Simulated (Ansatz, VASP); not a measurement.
**Cross-check of ZnAg (Ag-Zn-Zn-Ag stack, (100) layers) between VASP and Ansatz**

Aim: how closely do two programs agree when they are given the same cell, functional and k mesh? The cell is taken from a series of runs on this material, whose earlier steps may have relaxed, scaled, displaced or heated it; both programs get it as it stands.

Program: Ansatz 0.2.0. Level of theory: plane waves, with VASP 6.6.1 beside it; PBEsol. Results are calculated unless marked as measured.

**1. Set-up**

The cell holds 4 atoms: 2 Ag and 2 Zn. Cell: a = 2.766 Å, b = 2.766 Å, c = 35.577 Å, α = 90.0°, β = 90.0°, γ = 90.0°. It derives from ZnAg. Vacuum lies along c.

Coordinates:

```xyz
4
Lattice="2.7663 0.0000 0.0000 0.0000 2.7663 0.0000 0.0000 0.0000 35.5774" Properties=species:S:1:pos:R:3
Ag    0.0000    2.7663    5.6419
Ag    1.3831    1.3831   11.2468
Zn    1.3831    1.3831    7.5325
Zn    0.0000    2.7663    9.3562
```

**2. VASP: zone-centre phonons, PBEsol**

Second derivatives magnify differences that forces hide, and they need a tight electronic threshold.

Lines of VASP's logs that name or quote its potential files are left out, and so is its time.

The input, INCAR:

```
SYSTEM = ZnAg
PREC = Accurate
ENCUT = 500
EDIFF = 1E-08
NELM = 120
ISMEAR = 1
SIGMA = 0.2
LREAL = .FALSE.
ALGO = Normal
GGA = PS
NBANDS = 29
LASPH = .TRUE.
LORBIT = 11
LWAVE = .FALSE.
LCHARG = .FALSE.
ISIF = 2
IBRION = 8
GGA_COMPAT = .FALSE.
NELMDL = -8
```

The input, POSCAR:

```
ZnAg
1.0
    2.7662764227      0.0000000000      0.0000000000
    0.0000000000      2.7662764227      0.0000000000
    0.0000000000      0.0000000000     35.5773943932
Ag Zn
2 2
Direct
    0.0000000000      1.0000000000      0.1585802829
    0.5000000000      0.5000000000      0.3161228338
    0.5000000000      0.5000000000      0.2117228436
    0.0000000000      1.0000000000      0.2629802731
```

The input, KPOINTS:

```
Automatic mesh
0
Gamma
9 9 1
0 0 0
```

The projector-augmented-wave data sets are Ag and Zn (PBE family, release 64).

Command:

```
> mpirun -np 1 vasp_std
```

Numbers of over 12 decimals in the logs are rounded to 6 here.

Log:

```text
[banner, memory and clock lines left out]
running    1 mpi-ranks, on    1 nodes
 distrk:  each k-point on    1 cores,    1 groups
 distr:  one band on    1 cores,    1 groups

 POSCAR found type information on POSCAR AgZn
 POSCAR found :  2 types and       4 ions
|                                                                             |
|               ----> ADVICE to this user running VASP <----                  |
|                                                                             |
|     You enforced a specific xc type in the INCAR file but a different       |
|     [... a line on the potential file left out ...]
|     I HOPE YOU KNOW WHAT YOU ARE DOING!                                     |
|                                                                             |

 LDA part: xc-table for (Slater+PW92), standard interpolation
 POSCAR, INCAR and KPOINTS ok, starting setup
 FFT: planning ... GRIDC
 FFT: planning ... GRID_SOFT
 FFT: planning ... GRID
 WAVECAR not read
 entering main loop
       N       E                     dE             d eps       ncg     rms          rms(c)
DAV:   1     0.285475088942E+03    0.28548E+03   -0.19586E+04   886   0.136E+03
DAV:   2     0.688730830816E+01   -0.27859E+03   -0.26808E+03  1013   0.315E+02
DAV:   3    -0.965189818857E+01   -0.16539E+02   -0.16286E+02  1002   0.967E+01
DAV:   4    -0.987563089371E+01   -0.22373E+00   -0.22354E+00  1009   0.106E+01
DAV:   5    -0.987911116470E+01   -0.34803E-02   -0.34802E-02  1216   0.108E+00
DAV:   6    -0.987917139458E+01   -0.60230E-04   -0.60230E-04  1052   0.119E-01
DAV:   7    -0.987917463557E+01   -0.32410E-05   -0.32411E-05  1256   0.207E-02
DAV:   8    -0.987917479470E+01   -0.15913E-06   -0.15919E-06   957   0.281E-03    0.870E+00
DAV:   9    -0.897462466539E+01    0.90455E+00   -0.38180E+00   940   0.242E+01    0.564E+00
DAV:  10    -0.893916241774E+01    0.35462E-01   -0.15676E-01   925   0.330E+00    0.293E+00
DAV:  11    -0.892234468581E+01    0.16818E-01   -0.15989E-02  1061   0.193E+00    0.229E-01
DAV:  12    -0.892186307164E+01    0.48161E-03   -0.49667E-03   984   0.114E+00    0.850E-02
DAV:  13    -0.892175178641E+01    0.11129E-03   -0.84024E-04  1000   0.226E-01    0.505E-02
DAV:  14    -0.892169207827E+01    0.59708E-04   -0.24111E-04   977   0.141E-01    0.257E-02
[...]
DAV:  22    -0.892178851496E+01   -0.19601E-05   -0.21585E-08   697   0.619E-04    0.142E-04
DAV:  23    -0.892179002786E+01   -0.15129E-05   -0.54641E-08   657   0.541E-04    0.624E-05
DAV:  24    -0.892179051704E+01   -0.48918E-06   -0.68651E-09   650   0.301E-04    0.587E-05
DAV:  25    -0.892179082591E+01   -0.30886E-06   -0.50170E-09   596   0.215E-04    0.242E-05
DAV:  26    -0.892179094446E+01   -0.11855E-06   -0.12229E-09   593   0.109E-04    0.133E-05
DAV:  27    -0.892179103770E+01   -0.93243E-07   -0.72666E-10   593   0.592E-05    0.578E-06
DAV:  28    -0.892179105536E+01   -0.17657E-07    0.45100E-12   565   0.367E-05    0.470E-06
DAV:  29    -0.892179106196E+01   -0.65984E-08    0.23081E-11   525   0.238E-05
   1 F= -.89217911E+01 E0= -.89226252E+01  d E =0.250241E-02
 Linear response reoptimize wavefunctions to high precision
DAV:   1    -0.892179106532E+01   -0.33560E-08    0.35297E-11   545   0.194E-05
DAV:   2    -0.892179106530E+01    0.14552E-10    0.49279E-11   560   0.862E-06
 Linear response DOF=           4
 Linear response progress:
  Degree of freedom:   1/  4
       N       E                     dE             d eps       ncg     rms          rms(c)
RMM:   1    -0.287030670312E+00   -0.28703E+00   -0.20989E-01  2490   0.264E+00
RMM:   2    -0.286078230114E+00    0.95244E-03   -0.46242E-03  2171   0.484E-01    0.765E-02
RMM:   3    -0.285626574482E+00    0.45166E-03   -0.26578E-04  2236   0.110E-01    0.427E-02
RMM:   4    -0.285301634629E+00    0.32494E-03   -0.31492E-04  2271   0.826E-02    0.931E-03
RMM:   5    -0.285296306822E+00    0.53278E-05   -0.80848E-06  2242   0.165E-02    0.481E-03
RMM:   6    -0.285240929677E+00    0.55377E-04   -0.44064E-07  2326   0.396E-03    0.787E-04
RMM:   7    -0.285232432316E+00    0.84974E-05   -0.47352E-08  2366   0.117E-03    0.470E-04
RMM:   8    -0.285229315339E+00    0.31170E-05   -0.95701E-09  2315   0.542E-04    0.180E-04
RMM:   9    -0.285226035191E+00    0.32801E-05   -0.24330E-09  2432   0.258E-04    0.311E-05
RMM:  10    -0.285226168555E+00   -0.13336E-06   -0.17778E-10  2244   0.644E-05    0.163E-05
RMM:  11    -0.285226245921E+00   -0.77366E-07    0.10238E-11  2252   0.258E-05    0.573E-06
RMM:  12    -0.285226264736E+00   -0.18815E-07    0.17740E-11  2350   0.983E-06    0.216E-06
RMM:  13    -0.285226264331E+00    0.40471E-09    0.13767E-11  2046   0.410E-06    0.900E-07
 first order change of Fermi-energy  -0.31899E-03
 force on displaced ion       1 direction 1 :  -1.429   0.000  -0.001
 Linear response progress:
  Degree of freedom:   2/  4
       N       E                     dE             d eps       ncg     rms          rms(c)
RMM:   1    -0.343220711265E+00   -0.34322E+00   -0.23040E-01  1716   0.280E+00
RMM:   2    -0.340341688540E+00    0.28790E-02   -0.72338E-03  1208   0.691E-01    0.121E-01
RMM:   3    -0.340298293833E+00    0.43395E-04   -0.57573E-04  1422   0.174E-01    0.860E-02
RMM:   4    -0.340295014391E+00    0.32794E-05   -0.15117E-04  1429   0.725E-02    0.401E-02
RMM:   5    -0.340387092701E+00   -0.92078E-04   -0.73415E-05  1376   0.505E-02    0.204E-02
RMM:   6    -0.340351381040E+00    0.35712E-04   -0.12021E-05  1393   0.203E-02    0.428E-03
RMM:   7    -0.340315440963E+00    0.35940E-04   -0.73386E-07  1306   0.599E-03    0.201E-03
RMM:   8    -0.340294240940E+00    0.21200E-04   -0.27549E-07  1297   0.237E-03    0.594E-04
RMM:   9    -0.340286775858E+00    0.74651E-05    0.38521E-08  1335   0.915E-04    0.150E-04
RMM:  10    -0.340285638230E+00    0.11376E-05   -0.21211E-08  1483   0.268E-04    0.903E-05
RMM:  11    -0.340285184634E+00    0.45360E-06   -0.10232E-08  1395   0.169E-04    0.510E-05
RMM:  12    -0.340286036378E+00   -0.85174E-06   -0.89573E-09  1382   0.999E-05    0.374E-05
RMM:  13    -0.340286784000E+00   -0.74762E-06   -0.59707E-09  1377   0.101E-04    0.189E-05
RMM:  14    -0.340287285883E+00   -0.50188E-06   -0.66349E-09  1526   0.475E-05    0.111E-05
RMM:  15    -0.340287471420E+00   -0.18554E-06   -0.79007E-09  1525   0.324E-05    0.625E-06
RMM:  16    -0.340287391195E+00    0.80224E-07   -0.11976E-08  1490   0.193E-05    0.327E-06
RMM:  17    -0.340287401631E+00   -0.10435E-07   -0.16528E-08  1421   0.888E-06    0.211E-06
RMM:  18    -0.340287399980E+00    0.16505E-08   -0.43471E-09  1383   0.828E-06    0.983E-07
 first order change of Fermi-energy  -0.15913E+00
 force on displaced ion       1 direction 3 :  -0.000  -0.000  -3.495
 Linear response progress:
  Degree of freedom:   3/  4
       N       E                     dE             d eps       ncg     rms          rms(c)
RMM:   1    -0.204243831909E+00   -0.20424E+00   -0.39360E-04  2385   0.151E+00
RMM:   2    -0.203776196737E+00    0.46764E-03   -0.72650E-04  1942   0.277E-01    0.401E-02
RMM:   3    -0.203601788918E+00    0.17441E-03   -0.57469E-05  2298   0.450E-02    0.241E-02
RMM:   4    -0.203385968639E+00    0.21582E-03   -0.27397E-05  2370   0.289E-02    0.261E-03
RMM:   5    -0.203398108931E+00   -0.12140E-04   -0.91132E-07  2354   0.415E-03    0.144E-03
RMM:   6    -0.203403891525E+00   -0.57826E-05   -0.18885E-07  2429   0.183E-03    0.199E-04
RMM:   7    -0.203403493472E+00    0.39805E-06   -0.19488E-08  2478   0.378E-04    0.105E-04
RMM:   8    -0.203402852930E+00    0.64054E-06   -0.36816E-09  2425   0.144E-04    0.423E-05
RMM:   9    -0.203402670795E+00    0.18213E-06   -0.36585E-10  2382   0.710E-05    0.203E-05
RMM:  10    -0.203402637331E+00    0.33465E-07    0.15362E-10  2501   0.286E-05    0.955E-06
RMM:  11    -0.203402671895E+00   -0.34564E-07    0.84869E-12  2270   0.133E-05    0.311E-06
RMM:  12    -0.203402695755E+00   -0.23860E-07   -0.13663E-09  2260   0.517E-06    0.676E-07
RMM:  13    -0.203402692039E+00    0.37156E-08   -0.55191E-10  1534   0.228E-06    0.354E-07
 first order change of Fermi-energy  -0.15259E-03
 force on displaced ion       3 direction 1 :  -2.210   0.000   0.003
 Linear response progress:
  Degree of freedom:   4/  4
       N       E                     dE             d eps       ncg     rms          rms(c)
RMM:   1    -0.230809501720E+00   -0.23081E+00    0.97159E-03  1445   0.168E+00
RMM:   2    -0.229577249888E+00    0.12323E-02   -0.12005E-03  1187   0.354E-01    0.909E-02
RMM:   3    -0.229402549520E+00    0.17470E-03   -0.24949E-04  1271   0.120E-01    0.735E-02
RMM:   4    -0.229334452646E+00    0.68097E-04   -0.44239E-05  1368   0.469E-02    0.360E-02
RMM:   5    -0.229245775312E+00    0.88677E-04   -0.36454E-05  1470   0.364E-02    0.148E-02
RMM:   6    -0.229234175524E+00    0.11600E-04   -0.30673E-06  1311   0.156E-02    0.209E-03
RMM:   7    -0.229241412563E+00   -0.72370E-05   -0.74130E-08  1483   0.319E-03    0.826E-04
RMM:   8    -0.229244144997E+00   -0.27324E-05    0.13258E-07  1425   0.124E-03    0.221E-04
RMM:   9    -0.229243783841E+00    0.36116E-06    0.29901E-08  1459   0.404E-04    0.112E-04
RMM:  10    -0.229243200936E+00    0.58290E-06   -0.16946E-08  1461   0.162E-04    0.471E-05
RMM:  11    -0.229242923739E+00    0.27720E-06   -0.96283E-10  1529   0.704E-05    0.163E-05
RMM:  12    -0.229242951902E+00   -0.28163E-07   -0.10081E-08  1486   0.305E-05    0.120E-05
RMM:  13    -0.229242974080E+00   -0.22179E-07   -0.10557E-08  1403   0.449E-05    0.107E-05
RMM:  14    -0.229242981947E+00   -0.78665E-08   -0.40562E-08  1395   0.216E-05    0.501E-06
 first order change of Fermi-energy  -0.17873E+00
 force on displaced ion       3 direction 3 :  -0.000  -0.000  -6.237
 Linear response finished
```

From OUTCAR (step 2):

```text
ion  position               nearest neighbor table
   1  0.000  0.000  0.159-   3 2.72   3 2.72   3 2.72   3 2.72
   2  0.500  0.500  0.316-   4 2.72   4 2.72   4 2.72   4 2.72
   3  0.500  0.500  0.212-   4 2.67   4 2.67   4 2.67   4 2.67   1 2.72   1 2.72   1 2.72   1 2.72

  LATTYP: Found a simple tetragonal cell.
 ALAT       =     2.7662764227
 C/A-ratio  =    12.8611132645

 Subroutine GETGRP returns: Found 16 space group operations
 (whereof  8 operations were pure point group operations)

The static configuration has the point symmetry C_4v.
 The point group associated with its full space group is D_4h.

 Found     15 irreducible k-points:

   k-points           NKPTS =     15   k-points in BZ     NKDIM =     15   number of bands    NBANDS=     29

   dimension x,y,z NGX =    20 NGY =   20 NGZ =  270
   dimension x,y,z NGXF=    40 NGYF=   40 NGZF=  540

   ENCUT  =  500.0 eV  36.75 Ry    6.06 a.u.   5.04  5.04 64.87*2*pi/ulx,y,z

   NELECT =      46.0000    total number of electrons

 k-points in reciprocal lattice and weights: Automatic mesh
   0.00000000  0.00000000  0.00000000       0.012
   0.11111111  0.00000000  0.00000000       0.049
   0.22222222  0.00000000  0.00000000       0.049
   0.33333333  0.00000000  0.00000000       0.049
   0.44444444  0.00000000  0.00000000       0.049
   0.11111111  0.11111111  0.00000000       0.049
   0.22222222  0.11111111  0.00000000       0.099
   0.33333333  0.11111111  0.00000000       0.099
   0.44444444  0.11111111  0.00000000       0.099
[...]
0.44444444  0.33333333  0.00000000       0.099
   0.44444444  0.44444444  0.00000000       0.049

 average (electrostatic) potential at core
       1 -81.1903       2 -81.1903       3 -41.6719       4 -41.6719

  Total        0.0472219      0.0472219      0.0851049      0.0000000     -0.0000000     -0.0000000
  in kB        0.2778999      0.2778999      0.5008412      0.0000000     -0.0000000     -0.0000000
  external PRESSURE =       0.3522137 kB  Pullay stress =       0.0000000 kB

  energy-cutoff  :      500.00
  volume of cell :      272.25
      direct lattice vectors                 reciprocal lattice vectors
     2.766276423  0.000000000  0.000000000     0.361496773  0.000000000  0.000000000
     0.000000000  2.766276423  0.000000000     0.000000000  0.361496773  0.000000000
     0.000000000  0.000000000 35.577394393     0.000000000  0.000000000  0.028107736

 POSITION                                       TOTAL-FORCE (eV/Angst)
 -----------------------------------------------------------------------------------
      0.00000      0.00000      5.64187         0.000000     -0.000000     -0.014770
      1.38314      1.38314     11.24683         0.000000      0.000000      0.014770
      1.38314      1.38314      7.53255         0.000000      0.000000     -0.009064
      0.00000      0.00000      9.35615         0.000000     -0.000000      0.009064
 -----------------------------------------------------------------------------------
    total drift:                               -0.000000     -0.000000     -0.000080

 Eigenvectors and eigenvalues of the dynamical matrix
 ----------------------------------------------------

   1 f  =    6.024115 THz    37.850630 2PiTHz  200.942844 cm-1    24.913726 meV
             X         Y         Z           dx          dy          dz
      0.000000  0.000000  5.641873    -0.000000    0.000000    0.193606
      1.383138  1.383138 11.246827     0.000000   -0.000000   -0.193606
      1.383138  1.383138  7.532547     0.000000   -0.000000   -0.680086
      0.000000  0.000000  9.356153    -0.000000    0.000000    0.680086

   2 f  =    4.497318 THz    28.257484 2PiTHz  150.014391 cm-1    18.599406 meV
             X         Y         Z           dx          dy          dz
      0.000000  0.000000  5.641873    -0.000000    0.000000    0.434060
      1.383138  1.383138 11.246827     0.000000   -0.000000    0.434060
      1.383138  1.383138  7.532547     0.000000   -0.000000   -0.558204
      0.000000  0.000000  9.356153    -0.000000    0.000000   -0.558204

   3 f  =    3.661727 THz    23.007310 2PiTHz  122.142067 cm-1    15.143679 meV
             X         Y         Z           dx          dy          dz
      0.000000  0.000000  5.641873    -0.021590    0.264734   -0.000000
      1.383138  1.383138 11.246827     0.021590   -0.264734   -0.000000
      1.383138  1.383138  7.532547     0.053267   -0.653156    0.000000
      0.000000  0.000000  9.356153    -0.053267    0.653156    0.000000

   4 f  =    3.661727 THz    23.007310 2PiTHz  122.142067 cm-1    15.143679 meV
             X         Y         Z           dx          dy          dz
      0.000000  0.000000  5.641873     0.264734    0.021590    0.000000
      1.383138  1.383138 11.246827    -0.264734   -0.021590    0.000000
      1.383138  1.383138  7.532547    -0.653156   -0.053267   -0.000000
      0.000000  0.000000  9.356153     0.653156    0.053267   -0.000000

   5 f  =    2.820243 THz    17.720108 2PiTHz   94.073171 cm-1    11.663581 meV
             X         Y         Z           dx          dy          dz
      0.000000  0.000000  5.641873    -0.347673   -0.280785   -0.000000
      1.383138  1.383138 11.246827    -0.347673   -0.280785    0.000000
      1.383138  1.383138  7.532547     0.426313    0.344296   -0.000000
      0.000000  0.000000  9.356153     0.426313    0.344296   -0.000000

   6 f  =    2.820243 THz    17.720108 2PiTHz   94.073171 cm-1    11.663581 meV
             X         Y         Z           dx          dy          dz
      0.000000  0.000000  5.641873     0.280785   -0.347673   -0.000000
      1.383138  1.383138 11.246827     0.280785   -0.347673    0.000000
      1.383138  1.383138  7.532547    -0.344296    0.426313    0.000000
      0.000000  0.000000  9.356153    -0.344296    0.426313    0.000000

   7 f  =    2.437157 THz    15.313109 2PiTHz   81.294804 cm-1    10.079267 meV
             X         Y         Z           dx          dy          dz
      0.000000  0.000000  5.641873     0.000000    0.000000   -0.680086
      1.383138  1.383138 11.246827    -0.000000    0.000000    0.680086
      1.383138  1.383138  7.532547     0.000000   -0.000000   -0.193606
      0.000000  0.000000  9.356153     0.000000   -0.000000    0.193606

   8 f  =    1.280764 THz     8.047280 2PiTHz   42.721702 cm-1     5.296814 meV
             X         Y         Z           dx          dy          dz
      0.000000  0.000000  5.641873    -0.373713   -0.538320   -0.000000
      1.383138  1.383138 11.246827     0.373713    0.538320   -0.000000
      1.383138  1.383138  7.532547    -0.151471   -0.218189   -0.000000
      0.000000  0.000000  9.356153     0.151471    0.218189   -0.000000

   9 f  =    1.280764 THz     8.047280 2PiTHz   42.721702 cm-1     5.296814 meV
             X         Y         Z           dx          dy          dz
      0.000000  0.000000  5.641873     0.538320   -0.373713    0.000000
      1.383138  1.383138 11.246827    -0.538320    0.373713    0.000000
      1.383138  1.383138  7.532547     0.218189   -0.151471    0.000000
      0.000000  0.000000  9.356153    -0.218189    0.151471    0.000000

  10 f/i=    0.002776 THz     0.017442 2PiTHz    0.092596 cm-1     0.011480 meV
             X         Y         Z           dx          dy          dz
      0.000000  0.000000  5.641873    -0.000000    0.000000    0.558204
      1.383138  1.383138 11.246827    -0.000000    0.000000    0.558204
      1.383138  1.383138  7.532547    -0.000000    0.000000    0.434060
      0.000000  0.000000  9.356153    -0.000000    0.000000    0.434060

  11 f/i=    0.063724 THz     0.400393 2PiTHz    2.125619 cm-1     0.263543 meV
             X         Y         Z           dx          dy          dz
      0.000000  0.000000  5.641873     0.419521   -0.352541    0.000000
      1.383138  1.383138 11.246827     0.419521   -0.352541    0.000000
      1.383138  1.383138  7.532547     0.342133   -0.287509    0.000000
      0.000000  0.000000  9.356153     0.342133   -0.287509    0.000000

  12 f/i=    0.063724 THz     0.400393 2PiTHz    2.125619 cm-1     0.263543 meV
             X         Y         Z           dx          dy          dz
      0.000000  0.000000  5.641873     0.352541    0.419521    0.000000
      1.383138  1.383138 11.246827     0.352541    0.419521    0.000000
      1.383138  1.383138  7.532547     0.287509    0.342133    0.000000
      0.000000  0.000000  9.356153     0.287509    0.342133    0.000000

 ELASTIC MODULI CONTR FROM IONIC RELAXATION (kBar)
 Direction    XX          YY          ZZ          XY          YZ          ZX
 --------------------------------------------------------------------------------
 XX         -76.0447    -76.0447   -135.6183      0.0000     -0.0000      0.0000
 YY         -76.0447    -76.0447   -135.6183      0.0000     -0.0000      0.0000
 ZZ        -135.6183   -135.6183   -259.5240      0.0000     -0.0000      0.0000
 XY           0.0000      0.0000      0.0000      0.0000      0.0000      0.0000
 YZ          -0.0000     -0.0000     -0.0000      0.0000    -32.7343     -0.0000
 ZX           0.0000      0.0000      0.0000      0.0000     -0.0000    -40.4932
 --------------------------------------------------------------------------------
```

(Continued in part 2 of 2.)

[Lines on the potential files, build, host, timing and source positions are cut from VASP's logs without a mark.]

[Logs are printed without paths, hosts, clocks, repeated set-up lines and the standing remarks that a program may print on its own settings, such as how far it seeks lower states.]

[Hosts, paths, dates, database ids (printed as entryN), source tags and the programs' standing remarks are cut or masked in the printed files.]
